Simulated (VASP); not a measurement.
Method: PBE GGA, VASP's PBE PAW potentials (set 64) (plane waves; VASP).

Gaps are without spin-orbit coupling.

Task: Order these relaxed crystals by band gap, smallest first: KZnF3, Pm-3m (221); GaAs, F-43m (216); SnSe2, P-3m1 (164); SiC, F-43m (216).

Result: GaAs, F-43m (216) (0.18 eV), SnSe2, P-3m1 (164) (0.68 eV), SiC, F-43m (216) (1.37 eV), KZnF3, Pm-3m (221) (3.65 eV)
